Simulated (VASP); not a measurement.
Input:

```
InPd
1.0
    3.24802     0.00000     0.00000
    0.00000     3.24802     0.00000
    0.00000     0.00000     3.24802
In Pd
1 1
Direct
  0.50000   0.50000   0.50000
  0.00000   0.00000   0.00000
```

The numbers are results of PBEsol GGA, VASP's PBE PAW potentials (set 64) (plane waves; VASP 6.6.1), not measurements. Numerical set-up: 480 eV cut-off, 10×10×10 Γ-centred mesh, first-order Methfessel-Paxton smearing of 0.10 eV, potentials In_d Pd.

Energy and stress use the plane-wave basis of the starting cell.

Q: The ions, cell shape and volume at an external pressure of 5.0 GPa are relaxed. What does this cell relax into?

A: 
```
InPd
1.0
    3.21436     0.00000     0.00000
    0.00000     3.21436     0.00000
    0.00000     0.00000     3.21436
In Pd
1 1
Cartesian
  1.60718   1.60718   1.60718
  0.00000   0.00000   0.00000
```
Space group Pm-3m (221), at a tolerance of 0.03 Å.

Q: How do energy and volume change from the first to the last step?

A: The energy (σ→0) changes by +8.4 meV/atom and the volume by -3.1 %, in 3 ionic steps.

The compound is PdIn in the CsCl type structure. This run relaxes it under an external pressure of 5 GPa. Symmetry was kept, so distortions that lower it aren't found. The electron count is odd and the run is not spin-polarised, which forces a metal.
